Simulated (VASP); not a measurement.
Given:

```xyz
5
Lattice="4.0081 0.0000 0.0000 0.0000 4.0081 0.0000 0.0000 0.0000 4.0081" Properties=species:S:1:pos:R:3 pbc="T T T"
K      0.0000     0.0000     0.0000
Mg     2.0040     2.0040     2.0040
F      2.0040     0.0000     2.0040
F      0.0000     2.0040     2.0040
F      2.0040     2.0040     0.0000
```

Computed with AM05 GGA, VASP's PBE PAW potentials (set 64) (plane waves; VASP). Settings: 520 eV cut-off, 6×6×6 Γ-centred mesh, tetrahedra with Blöchl corrections, potentials K_sv Mg F.

The cores are frozen, which limits the accuracy of field gradients.

Task: Give the principal components of the electric field gradient (V/Å²) and the asymmetry η at each nucleus.

Result: 
| atom | Vxx | Vyy | Vzz | η |
|---|---|---|---|---|
| K1 | 0.0 | 0.0 | 0.0 | - |
| Mg2 | 0.0 | 0.0 | 0.0 | - |
| F3 | -23.6 | -23.6 | 47.1 | 0.00 |
| F4 | -23.6 | -23.6 | 47.1 | 0.00 |
| F5 | -23.6 | -23.6 | 47.1 | 0.00 |

The compound is KMgF3 in the cubic perovskite structure. It was relaxed first.
